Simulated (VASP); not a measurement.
Given:

```xyz
2
Lattice="1.1334 -1.9630 0.0000 1.1334 1.9630 0.0000 0.0000 0.0000 3.5575" Properties=species:S:1:pos:R:3 pbc="T T T"
Be     1.1334     0.6543     0.8894
Be     1.1334    -0.6543     2.6681
```

Method: PBE GGA, VASP's PBE PAW potentials (set 64) (plane waves; VASP). Settings: 480 eV cut-off, 18×18×10 Γ-centred mesh, first-order Methfessel-Paxton smearing of 0.10 eV, potentials Be.

Question: Estimate the energy per atom (σ→0), band gap (on the k-mesh) with the smallest direct gap where there is one.

Answer: 
```json
{
 "band gap (on the k-mesh)": "none (metal, semimetal or under 0.01 eV)",
 "energy per atom (σ→0)": "-3.765 eV/atom"
}
```

Only differences to runs with the same potentials and settings are physical.

The compound is Be in the hcp structure. It was relaxed first.
